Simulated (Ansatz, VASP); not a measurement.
**AlN: VASP beside Ansatz**

One calculation is typed for both programs; each brings its own data sets. How far apart do they land? The cell is taken from a series of runs on this material, whose earlier steps may have relaxed, scaled, displaced or heated it; both programs get it as it stands.

Calculated with Ansatz 0.2.0; plane waves, with VASP 6.6.1 beside it; zone-centre phonons at LDA.

## 1. Starting point

Symmetry: F-43m, No. 216, cubic system. Conventional cell: a = 4.342 Å, b = 4.342 Å, c = 4.342 Å, α = 90.00°, β = 90.00°, γ = 90.00°. Nearest to Al lie 4 N at 1.88 Å. N has 4 Al at 1.88 Å nearest. Farther neighbours and most contacts between anions are not listed.

## 2. VASP: zone-centre phonons, LDA

Second derivatives magnify differences that forces hide, and they need a tight electronic threshold.

Lines of VASP's logs that name or quote its potential files are left out, and so is its time.

INCAR reads:

```
SYSTEM = AlN
PREC = Accurate
ENCUT = 600
EDIFF = 1E-08
NELM = 120
ISMEAR = 0
SIGMA = 0.01
LREAL = .FALSE.
ALGO = Normal
GGA = CA
NBANDS = 10
LORBIT = 11
LWAVE = .FALSE.
LCHARG = .FALSE.
ISIF = 2
IBRION = 8
LEPSILON = .TRUE.
LASPH = .TRUE.
GGA_COMPAT = .FALSE.
EFERMI = MIDGAP
```

POSCAR reads:

```
AlN
1.0
    0.0000000000      2.1711276009      2.1711276009
    2.1711276009      0.0000000000      2.1711276009
    2.1711276009      2.1711276009      0.0000000000
Al N
1 1
Direct
    0.0000000000      0.0000000000      0.0000000000
    0.7500000000      0.7500000000      0.7500000000
```

KPOINTS reads:

```
Automatic mesh
0
Gamma
8 8 8
0 0 0
```

Potentials, in the order of the species: Al and N (LDA family, release 64).

Launch:

```sh
mpirun -np 1 vasp_std
```

Numbers of over 12 decimals in the logs are rounded to 6 here.

Log:

```text
[banner, memory and clock lines left out]
running    1 mpi-ranks, on    1 nodes
 distrk:  each k-point on    1 cores,    1 groups
 distr:  one band on    1 cores,    1 groups

 POSCAR found type information on POSCAR AlN
 POSCAR found :  2 types and       2 ions
 LDA part: xc-table for (Slater(with rela. corr.)+CA(PZ))
 , standard interpolation
 POSCAR, INCAR and KPOINTS ok, starting setup
 FFT: planning ... GRIDC
 FFT: planning ... GRID_SOFT
 FFT: planning ... GRID
 WAVECAR not read
 entering main loop
       N       E                     dE             d eps       ncg     rms          rms(c)
DAV:   1     0.959356393915E+01    0.95936E+01   -0.43187E+03   596   0.759E+02
DAV:   2    -0.181714602078E+02   -0.27765E+02   -0.27041E+02   708   0.136E+02
DAV:   3    -0.189393290252E+02   -0.76787E+00   -0.76665E+00   676   0.216E+01
DAV:   4    -0.189428845291E+02   -0.35555E-02   -0.35553E-02   654   0.177E+00
DAV:   5    -0.189429177644E+02   -0.33235E-04   -0.33235E-04   656   0.164E-01    0.874E+00
DAV:   6    -0.164511681147E+02    0.24917E+01   -0.13256E+01   604   0.193E+01    0.299E+00
DAV:   7    -0.164050235566E+02    0.46145E-01   -0.93128E-02   638   0.271E+00    0.193E+00
DAV:   8    -0.163761806071E+02    0.28843E-01   -0.28432E-02   612   0.163E+00    0.355E-01
DAV:   9    -0.163758884669E+02    0.29214E-03   -0.10914E-03   646   0.226E-01    0.179E-01
DAV:  10    -0.163759089588E+02   -0.20492E-04   -0.54223E-05   640   0.563E-02    0.407E-02
DAV:  11    -0.163759078318E+02    0.11270E-05   -0.12556E-06   660   0.813E-03    0.780E-03
DAV:  12    -0.163759078343E+02   -0.25149E-08   -0.35463E-08   682   0.154E-03
   1 F= -.16375908E+02 E0= -.16375908E+02  d E =0.000000E+00
 Linear response reoptimize wavefunctions to high precision
DAV:   1    -0.163759078302E+02    0.40748E-08   -0.16129E-08   646   0.835E-04
DAV:   2    -0.163759078302E+02    0.69349E-11   -0.85274E-11   330   0.102E-04
 Linear response G [H, r] |phi>, progress :
  Direction:   1
       N       E                     dE             d eps       ncg     rms
RMM:   1    -0.354192273373E+02   -0.35419E+02   -0.39150E+00  1392   0.488E+01
RMM:   2    -0.312072936535E+02    0.42119E+01   -0.12762E+00   935   0.882E+00
RMM:   3    -0.312093275293E+02   -0.20339E-02   -0.11557E-02   942   0.791E-01
RMM:   4    -0.312091839887E+02    0.14354E-03   -0.35291E-04   990   0.951E-02
RMM:   5    -0.312091742747E+02    0.97140E-05   -0.11208E-04  1020   0.135E-02
RMM:   6    -0.312091739470E+02    0.32767E-06   -0.10616E-04  1044   0.287E-03
RMM:   7    -0.312091737008E+02    0.24619E-06   -0.10334E-04  1019   0.143E-03
RMM:   8    -0.312091736573E+02    0.43541E-07   -0.10115E-04   825   0.121E-03
RMM:   9    -0.312091736849E+02   -0.27684E-07   -0.10358E-04   740   0.121E-03
RMM:  10    -0.312091737469E+02   -0.61971E-07   -0.10329E-04   668   0.120E-03
RMM:  11    -0.312091717226E+02    0.20244E-05   -0.74689E-05   569   0.120E-03
 Linear response G [H, r] |phi>, progress :
  Direction:   2
       N       E                     dE             d eps       ncg     rms
RMM:   1    -0.331082007360E+02   -0.33108E+02   -0.42079E-01  1388   0.475E+01
RMM:   2    -0.310055202451E+02    0.21027E+01   -0.10938E+00   929   0.827E+00
RMM:   3    -0.310105890278E+02   -0.50688E-02   -0.99353E-03   945   0.751E-01
RMM:   4    -0.310104965111E+02    0.92517E-04   -0.39510E-04   988   0.917E-02
RMM:   5    -0.310104875131E+02    0.89979E-05   -0.17664E-04  1020   0.129E-02
RMM:   6    -0.310104869932E+02    0.51994E-06   -0.16901E-04  1043   0.274E-03
RMM:   7    -0.310104867886E+02    0.20460E-06   -0.16682E-04  1021   0.131E-03
RMM:   8    -0.310104868402E+02   -0.51624E-07   -0.16688E-04   812   0.111E-03
RMM:   9    -0.310104868267E+02    0.13533E-07   -0.16709E-04   732   0.110E-03
RMM:  10    -0.310104846298E+02    0.21969E-05   -0.14698E-04   668   0.110E-03
RMM:  11    -0.310104830772E+02    0.15526E-05   -0.13747E-04   567   0.110E-03
 Linear response G [H, r] |phi>, progress :
  Direction:   3
       N       E                     dE             d eps       ncg     rms
RMM:   1    -0.268142026843E+02   -0.26814E+02    0.82470E+01  1301   0.483E+01
RMM:   2    -0.250401360049E+02    0.17741E+01   -0.11434E+00   922   0.812E+00
RMM:   3    -0.250419011589E+02   -0.17652E-02   -0.97628E-03   933   0.713E-01
RMM:   4    -0.250418936825E+02    0.74764E-05   -0.12775E-04   987   0.858E-02
RMM:   5    -0.250418944774E+02   -0.79490E-06   -0.85655E-06   993   0.134E-02
RMM:   6    -0.250418945043E+02   -0.26880E-07   -0.63302E-06  1017   0.360E-03
RMM:   7    -0.250418945107E+02   -0.64797E-08   -0.65319E-06   947   0.226E-03
RMM:   8    -0.250418944809E+02    0.29845E-07   -0.74172E-06   769   0.206E-03
RMM:   9    -0.250418944669E+02    0.13990E-07   -0.59188E-06   695   0.205E-03
RMM:  10    -0.250418944628E+02    0.40892E-08   -0.57203E-06   644   0.204E-03
RMM:  11    -0.250418944967E+02   -0.33859E-07   -0.13758E-05   541   0.203E-03
 Linear response to external field (no local field effect), progress :
  Direction:   1
       N       E                     dE             d eps       ncg     rms          rms(c)
RMM:   1    -0.249293578297E+00   -0.24929E+00   -0.93865E-01  1297   0.229E+00
RMM:   2    -0.254806908672E+00   -0.55133E-02   -0.18353E-03   931   0.276E-01
[...]
RMM:   4    -0.143685045428E+00   -0.12073E-06   -0.12833E-07   965   0.218E-03
RMM:   5    -0.143685047098E+00   -0.16700E-08   -0.10552E-08   901   0.334E-04
 change of polarisation eV/A/(eV/A) component  3 :     0.037    -0.035     0.287
 dielectric tensor                  component  3 :     0.326    -0.307     3.541
 Linear response to external field, progress :
  Direction:   1
       N       E                     dE             d eps       ncg     rms          rms(c)
RMM:   1    -0.209290981691E+00   -0.20929E+00   -0.74624E-01  4239   0.210E+00
RMM:   2    -0.213808449037E+00   -0.45175E-02   -0.15514E-03  3037   0.249E-01    0.679E-01
RMM:   3    -0.207191798055E+00    0.66167E-02   -0.32795E-03  2951   0.372E-01    0.398E-01
RMM:   4    -0.213880844390E+00   -0.66890E-02   -0.46125E-03  2989   0.453E-01    0.509E-02
RMM:   5    -0.214991642530E+00   -0.11108E-02   -0.75897E-05  3121   0.714E-02    0.901E-03
RMM:   6    -0.215105115144E+00   -0.11347E-03   -0.49955E-07  3216   0.611E-03    0.386E-03
RMM:   7    -0.215136487614E+00   -0.31372E-04   -0.68293E-08  3202   0.196E-03    0.240E-04
RMM:   8    -0.215138387278E+00   -0.18997E-05   -0.33306E-09  3139   0.182E-04    0.913E-05
RMM:   9    -0.215138218031E+00    0.16925E-06   -0.37064E-09  2442   0.822E-05    0.407E-06
 change of polarisation eV/A/(eV/A) component  1 :     0.402     0.084     0.047
 dielectric tensor                  component  1 :     4.555     0.741     0.414
 Linear response to external field, progress :
  Direction:   2
       N       E                     dE             d eps       ncg     rms          rms(c)
RMM:   1    -0.209255851531E+00   -0.20926E+00   -0.74589E-01  4240   0.210E+00
RMM:   2    -0.213808487792E+00   -0.45526E-02   -0.15547E-03  3035   0.249E-01    0.679E-01
RMM:   3    -0.207191848532E+00    0.66166E-02   -0.32802E-03  2949   0.372E-01    0.398E-01
RMM:   4    -0.213881015030E+00   -0.66892E-02   -0.46147E-03  2989   0.453E-01    0.509E-02
RMM:   5    -0.214991630504E+00   -0.11106E-02   -0.76209E-05  3119   0.714E-02    0.901E-03
RMM:   6    -0.215104985921E+00   -0.11336E-03   -0.54817E-07  3211   0.611E-03    0.387E-03
RMM:   7    -0.215136489152E+00   -0.31503E-04   -0.73299E-08  3201   0.196E-03    0.240E-04
RMM:   8    -0.215138389649E+00   -0.19005E-05   -0.36824E-09  3147   0.182E-04    0.927E-05
RMM:   9    -0.215138233913E+00    0.15574E-06   -0.35648E-09  2429   0.825E-05    0.405E-06
 change of polarisation eV/A/(eV/A) component  2 :     0.075     0.402     0.049
 dielectric tensor                  component  2 :     0.664     4.555     0.433
 Linear response to external field, progress :
  Direction:   3
       N       E                     dE             d eps       ncg     rms          rms(c)
RMM:   1    -0.209258594224E+00   -0.20926E+00   -0.74591E-01  4240   0.210E+00
RMM:   2    -0.213808474544E+00   -0.45499E-02   -0.15551E-03  3037   0.249E-01    0.679E-01
RMM:   3    -0.207191814637E+00    0.66167E-02   -0.32793E-03  2955   0.372E-01    0.398E-01
RMM:   4    -0.213880872788E+00   -0.66891E-02   -0.46125E-03  2989   0.453E-01    0.509E-02
RMM:   5    -0.214991581806E+00   -0.11107E-02   -0.75889E-05  3119   0.714E-02    0.901E-03
RMM:   6    -0.215104992062E+00   -0.11341E-03   -0.49946E-07  3214   0.611E-03    0.387E-03
RMM:   7    -0.215136494723E+00   -0.31503E-04   -0.67939E-08  3199   0.196E-03    0.240E-04
RMM:   8    -0.215138392028E+00   -0.18973E-05   -0.27403E-09  3146   0.182E-04    0.922E-05
RMM:   9    -0.215138233394E+00    0.15863E-06   -0.31010E-09  2436   0.824E-05    0.406E-06
 change of polarisation eV/A/(eV/A) component  3 :     0.059     0.072     0.402
 dielectric tensor                  component  3 :     0.517     0.638     4.555
 Linear response DOF=           2
 Linear response progress:
  Degree of freedom:   1/  2
       N       E                     dE             d eps       ncg     rms          rms(c)
RMM:   1    -0.596286521932E-02   -0.59629E-02   -0.35947E-03  4411   0.683E-01
RMM:   2    -0.544657835908E-02    0.51629E-03   -0.20907E-04  2924   0.115E-01    0.898E-02
RMM:   3    -0.534919799917E-02    0.97380E-04   -0.69840E-05  3035   0.503E-02    0.485E-02
RMM:   4    -0.536338209274E-02   -0.14184E-04   -0.62740E-05  3034   0.473E-02    0.774E-03
RMM:   5    -0.536171011328E-02    0.16720E-05    0.45086E-07  3077   0.706E-03    0.728E-04
RMM:   6    -0.536089666840E-02    0.81344E-06   -0.17597E-08  3089   0.625E-04    0.321E-04
RMM:   7    -0.535997223095E-02    0.92444E-06   -0.57556E-08  3120   0.399E-04    0.270E-05
RMM:   8    -0.535996645418E-02    0.57768E-08    0.14146E-07  3206   0.679E-05    0.101E-05
RMM:   9    -0.535996100202E-02    0.54522E-08    0.12921E-07  3312   0.430E-05    0.753E-07
RMM:  10    -0.535996266491E-02   -0.16629E-08    0.11015E-07  2459   0.360E-05    0.330E-07
RMM:  11    -0.535996183866E-02    0.82625E-09    0.11453E-07  1863   0.356E-05    0.369E-08
 first order change of Fermi-energy   0.20964E+00
 force on displaced ion       1 direction 1 : -15.239  -0.000  -0.000
 Born effective charge ion    1 direction 1 :   2.529   0.000   0.000
 Linear response progress:
  Degree of freedom:   2/  2
       N       E                     dE             d eps       ncg     rms          rms(c)
RMM:   1    -0.231656459964E+00   -0.23166E+00    0.20344E-01  3607   0.326E+00
RMM:   2    -0.232183106951E+00   -0.52665E-03   -0.19683E-03  2957   0.380E-01    0.181E-01
RMM:   3    -0.233006126058E+00   -0.82302E-03   -0.69555E-04  2784   0.179E-01    0.898E-02
RMM:   4    -0.234811810401E+00   -0.18057E-02   -0.60766E-04  2798   0.164E-01    0.213E-02
RMM:   5    -0.234825553459E+00   -0.13743E-04   -0.17415E-05  3177   0.317E-02    0.185E-03
RMM:   6    -0.234843286730E+00   -0.17733E-04   -0.21152E-07  3216   0.293E-03    0.817E-04
RMM:   7    -0.234843516587E+00   -0.22986E-06   -0.11628E-07  3206   0.689E-04    0.631E-05
RMM:   8    -0.234842347889E+00    0.11687E-05   -0.44176E-08  3271   0.187E-04    0.269E-05
RMM:   9    -0.234842337496E+00    0.10393E-07   -0.40969E-08  3420   0.124E-04    0.237E-06
RMM:  10    -0.234842375994E+00   -0.38497E-07   -0.44172E-08  3309   0.106E-04    0.102E-06
RMM:  11    -0.234842373123E+00    0.28713E-08   -0.46462E-08  2588   0.104E-04    0.107E-07
 first order change of Fermi-energy  -0.20928E+00
 force on displaced ion       2 direction 1 : -15.238  -0.000  -0.000
 Born effective charge ion    2 direction 1 :  -2.533   0.000   0.000
 Born effective charges drift removed
 Linear response finished
```

Parts of OUTCAR (step 2):

```text
ion  position               nearest neighbor table
   1  0.000  0.000  0.000-   2 1.88   2 1.88   2 1.88   2 1.88
   2  0.750  0.750  0.750-   1 1.88   1 1.88   1 1.88   1 1.88

  LATTYP: Found a face centered cubic cell.
 ALAT       =     4.3422552018

 Subroutine GETGRP returns: Found 24 space group operations
 (whereof 24 operations were pure point group operations)

The static configuration has the point symmetry T_d .

 Found     29 irreducible k-points:

   k-points           NKPTS =     29   k-points in BZ     NKDIM =     29   number of bands    NBANDS=     10

   dimension x,y,z NGX =    28 NGY =   28 NGZ =   28
   dimension x,y,z NGXF=    56 NGYF=   56 NGZF=   56

   ENCUT  =  600.0 eV  44.10 Ry    6.64 a.u.   6.13  6.13  6.13*2*pi/ulx,y,z

   NELECT =       8.0000    total number of electrons

 k-points in reciprocal lattice and weights: Automatic mesh
   0.00000000  0.00000000  0.00000000       0.002
   0.12500000  0.00000000  0.00000000       0.016
   0.25000000  0.00000000  0.00000000       0.016
   0.37500000  0.00000000  0.00000000       0.016
   0.50000000  0.00000000  0.00000000       0.008
   0.12500000  0.12500000  0.00000000       0.012
   0.25000000  0.12500000  0.00000000       0.047
   0.37500000  0.12500000  0.00000000       0.047
   0.50000000  0.12500000  0.00000000       0.047
[...]
-0.37500000  0.50000000  0.12500000       0.023
  -0.25000000  0.50000000  0.25000000       0.012

 average (electrostatic) potential at core
       1 -69.6665       2 -59.7075

  Total        0.0702466      0.0702466      0.0702466      0.0000000      0.0000000      0.0000000
  in kB        5.4985727      5.4985727      5.4985727      0.0000000      0.0000000      0.0000000
  external PRESSURE =       5.4985727 kB  Pullay stress =       0.0000000 kB

  energy-cutoff  :      600.00
  volume of cell :       20.47
      direct lattice vectors                 reciprocal lattice vectors
     0.000000000  2.171127601  2.171127601    -0.230295078  0.230295078  0.230295078
     2.171127601  0.000000000  2.171127601     0.230295078 -0.230295078  0.230295078
     2.171127601  2.171127601  0.000000000     0.230295078  0.230295078 -0.230295078

 POSITION                                       TOTAL-FORCE (eV/Angst)
 -----------------------------------------------------------------------------------
      0.00000      0.00000      0.00000         0.000000      0.000000      0.000000
      3.25669      3.25669      3.25669        -0.000000     -0.000000     -0.000000
 -----------------------------------------------------------------------------------
    total drift:                                0.000000      0.000000      0.000000

 MACROSCOPIC STATIC DIELECTRIC TENSOR (including local field effects in DFT)
 ------------------------------------------------------
           4.555153     0.000000    -0.000000
          -0.000000     4.555153    -0.000000
           0.000000    -0.000000     4.555153
 ------------------------------------------------------

 PIEZOELECTRIC TENSOR (including local field effects)  for field in x, y, z        (C/m^2)
          XX          YY          ZZ          XY          YZ          ZX
  --------------------------------------------------------------------------------
  x     0.00000     0.00000     0.00000     0.00000     0.60960     0.00000
  y     0.00000     0.00000     0.00000     0.00000     0.00000     0.60960
  z     0.00000     0.00000     0.00000     0.60960     0.00000     0.00000

 BORN EFFECTIVE CHARGES (including local field effects) (in |e|, cummulative output)
 ---------------------------------------------------------------------------------
 ion    1
    1     2.53125     0.00000     0.00000
    2     0.00000     2.53125     0.00000
    3     0.00000     0.00000     2.53125
 ion    2
    1    -2.53125     0.00000     0.00000
    2     0.00000    -2.53125     0.00000
    3     0.00000     0.00000    -2.53125

 Eigenvectors and eigenvalues of the dynamical matrix
 ----------------------------------------------------

   1 f  =   20.100730 THz   126.296613 2PiTHz  670.488189 cm-1    83.129903 meV
             X         Y         Z           dx          dy          dz
      0.000000  0.000000  0.000000     0.000000    0.584505   -0.000000
      3.256691  3.256691  3.256691    -0.000000   -0.811390   -0.000000

   2 f  =   20.100730 THz   126.296613 2PiTHz  670.488189 cm-1    83.129903 meV
             X         Y         Z           dx          dy          dz
      0.000000  0.000000  0.000000    -0.584505    0.000000    0.000000
      3.256691  3.256691  3.256691     0.811390   -0.000000   -0.000000

   3 f  =   20.100730 THz   126.296613 2PiTHz  670.488189 cm-1    83.129903 meV
             X         Y         Z           dx          dy          dz
      0.000000  0.000000  0.000000     0.000000    0.000000   -0.584505
      3.256691  3.256691  3.256691     0.000000    0.000000    0.811390

   4 f/i=    0.000167 THz     0.001047 2PiTHz    0.005558 cm-1     0.000689 meV
             X         Y         Z           dx          dy          dz
      0.000000  0.000000  0.000000     0.219468    0.778789    0.060628
      3.256691  3.256691  3.256691     0.158099    0.561019    0.043675

   5 f/i=    0.000167 THz     0.001047 2PiTHz    0.005558 cm-1     0.000689 meV
             X         Y         Z           dx          dy          dz
      0.000000  0.000000  0.000000    -0.605851    0.129953    0.523843
      3.256691  3.256691  3.256691    -0.436439    0.093614    0.377363

   6 f/i=    0.000167 THz     0.001047 2PiTHz    0.005558 cm-1     0.000689 meV
             X         Y         Z           dx          dy          dz
      0.000000  0.000000  0.000000    -0.493085    0.186961   -0.616658
      3.256691  3.256691  3.256691    -0.355206    0.134682   -0.444225

 MACROSCOPIC STATIC DIELECTRIC TENSOR IONIC CONTRIBUTION
 ------------------------------------------------------
           3.717082     0.000000     0.000000
           0.000000     3.717082    -0.000000
           0.000000    -0.000000     3.717082
 ------------------------------------------------------

 ELASTIC MODULI CONTR FROM IONIC RELAXATION (kBar)
 Direction    XX          YY          ZZ          XY          YZ          ZX
 --------------------------------------------------------------------------------
 XX          -0.0000      0.0000      0.0000      0.0000     -0.0000      0.0000
 YY           0.0000     -0.0000      0.0000      0.0000      0.0000     -0.0000
 ZZ           0.0000      0.0000     -0.0000     -0.0000      0.0000     -0.0000
 XY           0.0000      0.0000     -0.0000   -449.3572      0.0000      0.0000
 YZ          -0.0000      0.0000      0.0000      0.0000   -449.3572      0.0000
 ZX           0.0000     -0.0000     -0.0000      0.0000      0.0000   -449.3572
 --------------------------------------------------------------------------------

 PIEZOELECTRIC TENSOR IONIC CONTR  for field in x, y, z        (C/m^2)
          XX          YY          ZZ          XY          YZ          ZX
  --------------------------------------------------------------------------------
  x    -0.00000     0.00000     0.00000     0.00000    -1.21610     0.00000
  y     0.00000    -0.00000    -0.00000     0.00000     0.00000    -1.21610
  z     0.00000     0.00000    -0.00000    -1.21610     0.00000     0.00000
```

The gap is read on the k-mesh alone, so it is an upper bound where the band edges lie off the mesh.

[end of part 1 of 2]

[Lines on the potential files, build, host, timing and source positions are cut from VASP's logs without a mark.]

[Logs are printed without paths, hosts, clocks, repeated set-up lines and the standing remarks that a program may print on its own settings, such as how far it seeks lower states.]

[Hosts, paths, dates, database ids (printed as entryN), source tags and the programs' standing remarks are cut or masked in the printed files.]
